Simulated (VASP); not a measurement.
# GaPt3 (Pm-3m) in VASP: notebook, part 2 of 2

VASP 6.6.1. The steps go on from the part before.

**4. Electric field gradients, LDA**

INCAR

```
PREC = Accurate
ENCUT = 520
EDIFF = 1E-8
ISMEAR = -1
SIGMA = 0.03
LREAL = F
LASPH = T
NELM = 100
ALGO = Fast
ISIF = 2
LWAVE = F
LCHARG = F
LEFG = T
NBANDS = 30
```

KPOINTS

```
regular mesh
0
Gamma
  9 9 9
```

POSCAR

```
GaPt3
1.0
    3.9098775800      0.0000000000      0.0000000000
    0.0000000000      3.9098775800      0.0000000000
    0.0000000000      0.0000000000      3.9098775800
Ga Pt
1 3
Direct
    0.0000000000      0.0000000000      0.0000000000
    0.0000000000      0.5000000000      0.5000000000
    0.5000000000      0.5000000000      0.0000000000
    0.5000000000      0.0000000000      0.5000000000
```

Potentials or basis: VASP PAW LDA potentials, release 64 (Ga_d, Pt).

The run is started by

```
cat potpaw_LDA.64/Ga_d/POTCAR potpaw_LDA.64/Pt/POTCAR > POTCAR
mpirun -np 1 vasp_std > vasp.out
```

OUTCAR:

```text
PREC = Accurate
   ENCUT = 520
   EDIFF = 1E-8
   ISMEAR = -1
   LREAL = F
   LASPH = T
   NELM = 100
   ISIF = 2

 ion  position               nearest neighbor table
   1  0.000  0.000  0.000-   2 2.76   3 2.76   4 2.76   2 2.76   4 2.76   2 2.76   3 2.76   2 2.76
                             3 2.76   4 2.76   4 2.76   3 2.76
   2  0.000  0.500  0.500-   1 2.76   3 2.76   4 2.76   1 2.76   3 2.76   1 2.76   4 2.76   1 2.76
                             3 2.76   4 2.76   3 2.76   4 2.76
   3  0.500  0.500  0.000-   1 2.76   2 2.76   4 2.76   2 2.76   4 2.76   1 2.76   4 2.76   4 2.76
                             1 2.76   2 2.76   2 2.76   1 2.76
   4  0.500  0.000  0.500-   1 2.76   2 2.76   3 2.76   1 2.76   3 2.76   2 2.76   3 2.76   3 2.76
                             1 2.76   2 2.76   1 2.76   2 2.76

  LATTYP: Found a simple cubic cell.
 ALAT       =     3.9098775800

  Lattice vectors:

 A1 = (   3.9098775800,   0.0000000000,   0.0000000000)
 A2 = (   0.0000000000,   3.9098775800,   0.0000000000)
 A3 = (   0.0000000000,   0.0000000000,   3.9098775800)

Analysis of symmetry for initial positions (statically):
=====================================================================
 Subroutine PRICEL returns:
 Original cell was already a primitive cell.

 Routine SETGRP: Setting up the symmetry group for a
 simple cubic supercell.

 Subroutine GETGRP returns: Found 48 space group operations
 (whereof 48 operations were pure point group operations)
 out of a pool of 48 trial point group operations.

The static configuration has the point symmetry O_h .

Analysis of symmetry for dynamics (positions and initial velocities):
=====================================================================
 Subroutine PRICEL returns:
 Original cell was already a primitive cell.

 Routine SETGRP: Setting up the symmetry group for a
 simple cubic supercell.

 Subroutine GETGRP returns: Found 48 space group operations
 (whereof 48 operations were pure point group operations)
 out of a pool of 48 trial point group operations.

The dynamic configuration has the point symmetry O_h .

 Subroutine INISYM returns: Found 48 space group operations
 (whereof 48 operations are pure point group operations),
 and found     1 'primitive' translations

----------------------------------------------------------------------------------------

                                     Primitive cell

  volume of cell :      59.7709

  direct lattice vectors                    reciprocal lattice vectors
     3.909877580  0.000000000  0.000000000     0.255762483  0.000000000  0.000000000
     0.000000000  3.909877580  0.000000000     0.000000000  0.255762483  0.000000000
     0.000000000  0.000000000  3.909877580     0.000000000  0.000000000  0.255762483

  length of vectors
     3.909877580  3.909877580  3.909877580     0.255762483  0.255762483  0.255762483

  position of ions in fractional coordinates (direct lattice)
     0.000000000  0.000000000  0.000000000
     0.000000000  0.500000000  0.500000000
     0.500000000  0.500000000  0.000000000
     0.500000000  0.000000000  0.500000000

  ion indices of the primitive-cell ions
   primitive index   ion index
                 1           1
                 2           2
                 3           3
[... 88 lines left out ...]
   ISMEAR =    -1;   SIGMA  =   0.03  broadening in eV -4-tet -1-fermi 0-gaus
   EFERMI_NEDOS =   21; number of points for ismear=-14 and -15
   IALGO  =     68    algorithm
   IMIX   =      4    mixing-type and parameters
     AMIX     =   0.40;   BMIX     =  1.00
     AMIX_MAG =   1.60;   BMIX_MAG =  1.00
  volume/ion in A,a.u.               =      14.94       100.84
  Fermi-wavevector in a.u.,A,eV,Ry     =   1.466902  2.772043 29.277044  2.151802
  Thomas-Fermi vector in A             =   2.582584
   LORBIT       =      0    0 simple, 1 ext, 2 COOP (PROOUT), +10 PAW based schemes
   GGA     = CA    functional components
   LHFCALC =     F    Hartree Fock is set to
   AEXX    =    0.0000 exact exchange contribution
   IVDW    =     0    specifies the selected vdW correction
   LEPSILON=     F    determine dielectric tensor
   LRPA    =     F    only Hartree local field effects (RPA)
 non-spin polarized calculation
 RMM-DIIS sequential band-by-band and
  energy-cutoff  :      520.00
  volume of cell :       59.77
 maximum number of plane-waves:      1629
 NGX is ok and might be reduce to    30
   NGX = 15   NGY = 15   NGZ = 15

 number of electron      42.9999992 magnetization

 Free energy of the ion-electron system (eV)
  ---------------------------------------------------
  ext. energy  EPLUGINS =         0.00000000
  ---------------------------------------------------
  free energy    TOTEN  =       -27.88000435 eV

  energy without entropy =      -27.87237797  energy(sigma->0) =      -27.87619116

 E-fermi :  10.1526     XC(G=0): -13.4602

 val. band max:       10.1421336452   @ k =   0.3333   0.2222   0.1111
 cond. band min:      10.1939240934   @ k =   0.1111   0.0000   0.0000
 fundamental gap:      0.0517904481
 Fermi energy:        10.1526066309

 k-point     1 :       0.0000    0.0000    0.0000
  band No.  band energies     occupation
      1      -4.6470      2.00000
      2      -4.6470      2.00000
      3      -4.6278      2.00000
      4      -4.6278      2.00000
      5      -4.6278      2.00000
      6      -0.7917      2.00000
[... 781 lines left out ...]
     29      20.6268      0.00000
     30      21.2625      0.00000

 [... further k-points ...]
[... 5 lines left out ...]
  --------------------------------------------------------------------------------------
  -------------------------------------------------------------------------------------
  Total       -2.9413275     -2.9413275     -2.9413275      0.0000000     -0.0000000      0.0000000
  in kB      -78.8432444    -78.8432444    -78.8432444      0.0000000     -0.0000000      0.0000000
  external PRESSURE =     -78.8432444 kB  Pullay stress =       0.0000000 kB

 VOLUME and BASIS-vectors are now :
 -----------------------------------------------------------------------------
  energy-cutoff  :      520.00
  volume of cell :       59.77
      direct lattice vectors                 reciprocal lattice vectors
     3.909877580  0.000000000  0.000000000     0.255762483  0.000000000  0.000000000
     0.000000000  3.909877580  0.000000000     0.000000000  0.255762483  0.000000000
     0.000000000  0.000000000  3.909877580     0.000000000  0.000000000  0.255762483

 POSITION                                       TOTAL-FORCE (eV/Angst)
 -----------------------------------------------------------------------------------
      0.00000      0.00000      0.00000         0.000000      0.000000      0.000000
      0.00000      1.95494      1.95494         0.000000      0.000000      0.000000
      1.95494      1.95494      0.00000         0.000000      0.000000      0.000000
      1.95494      0.00000      1.95494         0.000000      0.000000      0.000000
 -----------------------------------------------------------------------------------
    total drift:                                0.000000      0.000000     -0.000000

  FREE ENERGIE OF THE ION-ELECTRON SYSTEM (eV)
  ---------------------------------------------------
  free  energy   TOTEN  =       -27.8800043507 eV

  energy  without entropy=      -27.8723779664  energy(sigma->0) =      -27.87619116

 Electric field gradients (V/A^2)
---------------------------------------------------------------------
 ion       V_xx      V_yy      V_zz      V_xy      V_xz      V_yz
---------------------------------------------------------------------
   1      -0.000    -0.000     0.000    -0.000     0.000     0.000
   2    -156.653    78.327    78.327    -0.000    -0.000     0.000
   3      78.327    78.327  -156.653     0.000     0.000     0.000
   4      78.327  -156.653    78.327     0.000    -0.000    -0.000
---------------------------------------------------------------------

 Electric field gradients after diagonalization (V/A^2)
 (convention: |V_zz| > |V_xx| > |V_yy|)
----------------------------------------------------------------------
 ion       V_xx      V_yy      V_zz     asymmetry (V_yy - V_xx)/ V_zz
----------------------------------------------------------------------
   1      -0.000    -0.000     0.000       0.430
   2      78.327    78.327  -156.653       0.000
   3      78.327    78.327  -156.653       0.000
   4      78.327    78.327  -156.653       0.000
----------------------------------------------------------------------

           NMR quadrupolar parameters

 Cq : quadrupolar parameter    Cq=e*Q*V_zz/h
 eta: asymmetry parameters     (V_yy - V_xx)/ V_zz
 Q  : nuclear electric quadrupole moment in mb (millibarn)
----------------------------------------------------------------------
 ion       Cq(MHz)       eta       Q (mb)
----------------------------------------------------------------------
   1       0.000       0.430       1.000
   2      -0.379       0.000       1.000
   3      -0.379       0.000       1.000
   4      -0.379       0.000       1.000
----------------------------------------------------------------------
```

OSZICAR:

```text
N       E                     dE             d eps       ncg     rms          rms(c)
DAV:   1     0.343107994397E+03    0.34311E+03   -0.20695E+04  2390   0.204E+03
DAV:   2     0.497387117855E+01   -0.33813E+03   -0.31642E+03  2206   0.504E+02
DAV:   3    -0.284637026752E+02   -0.33438E+02   -0.32217E+02  2378   0.115E+02
DAV:   4    -0.293696207411E+02   -0.90592E+00   -0.90345E+00  2430   0.195E+01
DAV:   5    -0.293912035177E+02   -0.21583E-01   -0.21581E-01  2520   0.291E+00    0.197E+01
RMM:   6    -0.280337305141E+02    0.13575E+01   -0.27411E+00  2504   0.925E+00    0.953E+00
RMM:   7    -0.279009546407E+02    0.13278E+00   -0.38046E-01  3064   0.401E+00    0.431E+00
RMM:   8    -0.278810627601E+02    0.19892E-01   -0.49809E-02  3272   0.130E+00    0.287E-01
RMM:   9    -0.278800385011E+02    0.10243E-02   -0.65824E-03  3286   0.607E-01    0.226E-01
RMM:  10    -0.278800510169E+02   -0.12516E-04   -0.18429E-03  3005   0.292E-01    0.129E-01
RMM:  11    -0.278799995827E+02    0.51434E-04   -0.58893E-04  3068   0.160E-01    0.469E-02
RMM:  12    -0.278800071459E+02   -0.75632E-05   -0.11597E-04  3636   0.590E-02    0.354E-02
RMM:  13    -0.278800038301E+02    0.33158E-05   -0.22045E-05  3273   0.322E-02    0.775E-03
RMM:  14    -0.278800042032E+02   -0.37307E-06   -0.51451E-06  3803   0.132E-02    0.717E-04
RMM:  15    -0.278800043082E+02   -0.10496E-06   -0.11728E-06  3783   0.636E-03    0.116E-03
RMM:  16    -0.278800043403E+02   -0.32081E-07   -0.37978E-07  3563   0.330E-03    0.384E-04
RMM:  17    -0.278800043487E+02   -0.84110E-08   -0.10616E-07  2622   0.182E-03    0.385E-04
RMM:  18    -0.278800043507E+02   -0.20127E-08   -0.36008E-08  1754   0.110E-03
   1 F= -.27880004E+02 E0= -.27876191E+02  d E =-.762638E-02
```

stdout:

```text
POSCAR found type information on POSCAR GaPt
 POSCAR found :  2 types and       4 ions
 scaLAPACK will be used
 LDA part: xc-table for (Slater(with rela. corr.)+CA(PZ))
 , standard interpolation
 POSCAR, INCAR and KPOINTS ok, starting setup
 FFT: planning ... GRIDC
 FFT: planning ... GRID_SOFT
 FFT: planning ... GRID
 WAVECAR not read
 entering main loop
ion   1

ion   2

ion   3

ion   4
```

It took 36 s on 1 thread of Intel Xeon 6975P-C (Granite Rapids), shared host; peak memory 0.18 GiB.

What came out:

- Free energy: -27.8800 eV
- Pressure: -7.9 GPa
- Band gap on the k mesh: none (metal or under the smearing width)

Electric field gradients, principal values (V/Å²):
```csv
atom,Vxx,Vyy,Vzz
1 Ga,0.000,0.000,0.000
2 Pt,78.327,78.327,-156.653
3 Pt,78.327,78.327,-156.653
4 Pt,78.327,78.327,-156.653
```
